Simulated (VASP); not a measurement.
Input for VASP

**INCAR**
```
SYSTEM = BN
PREC = Accurate
ENCUT = 520
EDIFF = 1E-6
NELM = 25
ALGO = VeryFast
LREAL = .FALSE.
LASPH = .TRUE.
ISMEAR = 0
SIGMA = 0.05
GGA = PE
LWAVE = .FALSE.
LCHARG = .FALSE.
ISIF = 2
HFSCREEN = 0.2
AEXX = 0.25
LHFCALC = .TRUE.
PRECFOCK = Fast
ISYM = 3
```

### KPOINTS
```
Automatic mesh
0
Gamma
2 2 2
0 0 0
```

**POSCAR**
```
BN
1
    1.2750000000    -2.2083650000     0.0000000000
    1.2750000000     2.2083650000     0.0000000000
    0.0000000000     0.0000000000     4.2200000000
B N
2 2
Direct
  0.6666670000   0.3333330000   0.5000000000
  0.3333330000   0.6666670000   0.0000000000
  0.6666670000   0.3333330000   0.8750000000
  0.3333330000   0.6666670000   0.3750000000
```

POTCAR, in this order: B N (PBE.64 set). Program: vasp_std.

Task: What happens when VASP runs on this input?

Result: There is a fault: a hybrid functional was run with ALGO = VeryFast. Convergence was not reached. Against the sound run, the energy per atom (σ→0) increases by 19.543 eV/atom; the pressure falls by 53.00 GPa.

### standard output
```
 POSCAR found type information on POSCAR B N
 POSCAR found :  2 types and       4 ions
 Reading from existing POTCAR
 Reading from existing POTCAR
 LDA part: xc-table for (Slater+PW92), standard interpolation
 POSCAR, INCAR and KPOINTS ok, starting setup
 WAVECAR not read
 entering main loop
       N       E                     dE             d eps       ncg     rms          rms(c)
RMM:   1     0.885019155069E+02    0.88502E+02   -0.63266E+03    48   0.112E+03
RMM:   2    -0.496393981052E+02   -0.13814E+03   -0.14135E+03    48   0.276E+02
RMM:   3    -0.888433961867E+02   -0.39204E+02   -0.37222E+02    48   0.127E+02
RMM:   4    -0.950997245076E+02   -0.62563E+01   -0.91694E+01    48   0.718E+01
RMM:   5    -0.953784978427E+02   -0.27877E+00   -0.27054E+01    48   0.357E+01
RMM:   6    -0.952789765856E+02    0.99521E-01   -0.99060E+00    48   0.218E+01
RMM:   7    -0.951612463301E+02    0.11773E+00   -0.49247E+00    48   0.150E+01
RMM:   8    -0.951343088090E+02    0.26938E-01   -0.33625E+00    48   0.121E+01
RMM:   9    -0.950653673610E+02    0.68941E-01   -0.24422E+00   144   0.105E+01
RMM:  10    -0.950710857479E+02   -0.57184E-02   -0.21104E+00   143   0.822E+00
RMM:  11    -0.950926668388E+02   -0.21581E-01   -0.20525E+00   147   0.773E+00
RMM:  12    -0.951305304225E+02   -0.37864E-01   -0.21162E+00   155   0.730E+00    0.105E+01
RMM:  13     0.417015187265E+02    0.13683E+03   -0.31015E+01   189   0.424E+01    0.781E+00
RMM:  14     0.391136656268E+02   -0.25879E+01   -0.23931E+00   147   0.107E+01    0.339E+00
RMM:  15     0.395872511343E+02    0.47359E+00   -0.17466E+00   154   0.751E+00    0.187E+00
RMM:  16     0.396241152417E+02    0.36864E-01   -0.16343E+00   162   0.628E+00    0.109E+00
RMM:  17     0.396243115056E+02    0.19626E-03   -0.16309E+00   161   0.597E+00    0.654E-01
RMM:  18     0.396166039262E+02   -0.77076E-02   -0.15957E+00   165   0.583E+00    0.390E-01
RMM:  19     0.396082713026E+02   -0.83326E-02   -0.15909E+00   164   0.575E+00    0.229E-01
RMM:  20     0.396037479919E+02   -0.45233E-02   -0.15833E+00   163   0.572E+00    0.130E-01
RMM:  21     0.396078980416E+02    0.41500E-02   -0.16035E+00   167   0.575E+00    0.102E-01
RMM:  22     0.395961560701E+02   -0.11742E-01   -0.15789E+00   169   0.566E+00    0.576E-02
RMM:  23     0.396094969474E+02    0.13341E-01   -0.16040E+00   171   0.569E+00    0.800E-02
RMM:  24     0.395953169690E+02   -0.14180E-01   -0.15910E+00   174   0.565E+00    0.102E-01
RMM:  25     0.396050323561E+02    0.97154E-02   -0.15957E+00   172   0.564E+00

 -----------------------------------------------------------------------------
|                                                                             |
|           W    W    AA    RRRRR   N    N  II  N    N   GGGG   !!!           |
|           W    W   A  A   R    R  NN   N  II  NN   N  G    G  !!!           |
|           W    W  A    A  R    R  N N  N  II  N N  N  G       !!!           |
|           W WW W  AAAAAA  RRRRR   N  N N  II  N  N N  G  GGG   !            |
|           WW  WW  A    A  R   R   N   NN  II  N   NN  G    G                |
|           W    W  A    A  R    R  N    N  II  N    N   GGGG   !!!           |
|                                                                             |
|     The electronic self-consistency was not achieved in the given           |
|     number of steps (NELM). The forces and other quantities evaluated       |
|     might not be reliable so examine the results carefully. If you find     |
|     spurious results, we suggest increasing NELM, if you were close to      |
|     convergence or switching to a different ALGO or adjusting the           |
|     density mixing parameters otherwise.                                    |
|                                                                             |
 -----------------------------------------------------------------------------

   1 F= 0.39605032E+02 E0= 0.39605032E+02  d E =-.695926E-12
```

File OUTCAR:
```
------------------------ aborting loop EDIFF was not reached (unconverged)  ----------------------------
  FORCE on cell =-STRESS in cart. coord.  units (eV):
  Direction    XX          YY          ZZ          XY          YZ          ZX
  --------------------------------------------------------------------------------------
  Total       -6.1382774     -6.1382786    -10.3998103      0.0000000      0.0000000      0.0000000
  in kB     -413.8410887   -413.8411713   -701.1525449      0.0000000      0.0000000      0.0000000
  external PRESSURE =    -509.6116016 kB  Pullay stress =       0.0000000 kB
  volume of cell :       23.76
      direct lattice vectors                 reciprocal lattice vectors
     1.275000000 -2.208365000  0.000000000     0.392156863 -0.226411848  0.000000000
     1.275000000  2.208365000  0.000000000     0.392156863  0.226411848  0.000000000
     0.000000000  0.000000000  4.220000000     0.000000000  0.000000000  0.236966825
  FREE ENERGIE OF THE ION-ELECTRON SYSTEM (eV)
  ---------------------------------------------------
  free  energy   TOTEN  =        39.6050323561 eV

  energy  without entropy=       39.6050323561  energy(sigma->0) =       39.60503236

  exchange ACFDT corr.  =        -0.00000000  see jH, gK, PRB 81, 115126
```
(Selected blocks of OUTCAR.)

To mend it, set ALGO = Normal.

The mended run (HSE06 screened hybrid, plane waves, VASP's PBE PAW potentials (set 64)) converges, and its OSZICAR ends with
```
   1 F= -.38566344E+02 E0= -.38566344E+02  d E =-.175807E-10
```

The compound is BN in the wurtzite structure, a metastable high-pressure form. The cell was not relaxed at this level.
